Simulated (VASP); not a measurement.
A convergence study with VASP on CdS (zinc blende): a few settings are varied, all else stays as given below, so the limit is that of these other settings. The cell's lengths are 1 % over those of the tabulated start and one atom is moved, so it is off equilibrium.

```
CELL_PARAMETERS angstrom
      0.00000     2.93910     2.93910
      2.93910     0.00000     2.93910
      2.93910     2.93910     0.00000
ATOMIC_POSITIONS crystal
  Cd 0.00000 0.00000 0.00000
  S  0.23969 0.26031 0.26031
```

The numbers are results of PBEsol GGA, VASP's PBE PAW potentials (set 64) (plane waves; VASP), not measurements. The last row used: 900 eV cut-off, 7×7×7 Γ-centred mesh, Gaussian smearing of 0.050 eV, potentials Cd S_h.

Gaps are read on the run's mesh, which can miss a band edge. Energies of different potentials or hybrids have different zeros.

```tsv
setting	E (eV/atom)	pressure (GPa)	gap on the mesh (eV)	plane waves
ENCUT = 300, POTCAR Cd S	-3.3983	-1.30	0.940	612
ENCUT = 400, POTCAR Cd S	-3.3996	-1.53	0.945	941
ENCUT = 520, POTCAR Cd S	-3.4002	-1.15	0.947	1383
ENCUT = 700, POTCAR Cd S	-3.4005	-1.15	0.947	2145
ENCUT = 900, POTCAR Cd S	-3.4006	-1.14	0.947	3128
ENCUT = 300, POTCAR Cd_sv_GW S	-3.1142	-54.27	0.926	612
ENCUT = 400, POTCAR Cd_sv_GW S	…	…	…	941
ENCUT = 520, POTCAR Cd_sv_GW S	-3.4416	-2.62	0.942	1383
ENCUT = 700, POTCAR Cd_sv_GW S	-3.4422	-1.49	0.942	2145
ENCUT = 900, POTCAR Cd_sv_GW S	-3.4420	-1.55	0.942	3128
ENCUT = 300, POTCAR Cd S_h	-3.3977	-1.33	0.936	612
ENCUT = 400, POTCAR Cd S_h	-3.3989	-1.65	0.944	941
ENCUT = 520, POTCAR Cd S_h	-3.4000	-1.16	0.946	1383
ENCUT = 700, POTCAR Cd S_h	-3.4004	-1.12	0.946	2145
ENCUT = 900, POTCAR Cd S_h	-3.4002	-1.13	0.946	3128
```

Complete the blanks.

- ENCUT = 400, POTCAR Cd_sv_GW S, E (eV/atom): -3.4372
- ENCUT = 400, POTCAR Cd_sv_GW S, pressure (GPa): -1.76
- ENCUT = 400, POTCAR Cd_sv_GW S, gap on the mesh (eV): 0.939

Left out are rungs that failed or repeat a setting and relaxations that didn't move; long series are thinned to 24 rows.

The compound is CdS in the zinc blende structure, a metastable form; wurtzite is the usual one. The cell was not relaxed at this level, it is distorted from the ideal structure.
